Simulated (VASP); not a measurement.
Wanted: the native input for a VASP 6.6.1 run.

* Task: relaxation of cell and atoms
* Functional: PBE
* Dispersion: D3(BJ)
* Potentials or basis: VASP PAW PBE potentials, release 64 (In_d, P)
* Cutoff: 600 eV
* k mesh: 8 × 8 × 8
* Occupations: gaussian, width 0.02 eV
* Spin: no spin polarisation
* Dipole correction: no
* Further INCAR settings: ALGO = Normal; EDIFF = 1e-06; IBRION = 2; EDIFFG = -0.002; NSW = 100; ISIF = 3

The structure of InP (d3) lies in POSCAR:

```
InP
1.0
    0.0000000000      2.9305000000      2.9305000000
    2.9305000000      0.0000000000      2.9305000000
    2.9305000000      2.9305000000      0.0000000000
In P
1 1
Direct
    0.0000000000      0.0000000000      0.0000000000
    0.2500000000      0.2500000000      0.2500000000
```

These files were run (other wordings do the same):

INCAR

```
SYSTEM = InP
ALGO = Normal ; EDIFF = 1E-6
EDIFFG = -0.002 ; ENCUT = 600
GGA = PE ; IBRION = 2
ISIF = 3 ; ISMEAR = 0
IVDW = 12 ; LASPH = .True.
LCHARG = .False. ; LREAL = .False.
LWAVE = .False. ; NELM = 100
NSW = 100 ; PREC = Accurate
SIGMA = 0.02
```

KPOINTS

```
k-points
0
Gamma
  8 8 8
  0 0 0
```

Potentials or basis: VASP PAW PBE potentials, release 64 (In_d, P).

Launch:

```console
$ cat potpaw_PBE.64/In_d/POTCAR potpaw_PBE.64/P/POTCAR > POTCAR
$ mpirun -np 1 vasp_std > vasp.out
```

It gave:

```
Relaxed volume                         : 25.58 Å³/atom
Relaxed cell                           : a = 4.167 Å, b = 4.167 Å, c = 4.167 Å, α = 60.00°, β = 60.00°, γ = 60.00°
Space group after relaxing (to 0.05 Å) : F-43m (No. 216)
Energy gained by relaxing              : 1.4 meV/atom
Ionic steps                            : 3
Pressure after relaxing                : 0.0 GPa
Band gap on the k mesh                 : 0.62 eV, direct
Dispersion energy per atom             : -0.308 eV
```

Caveat: spin-orbit coupling is left out, which moves the levels of the heavy elements.

Run time: 37 s on 1 thread of Intel(R) Xeon(R) Platinum 8559C (Emerald Rapids) (shared host), peak memory 0.23 GiB.
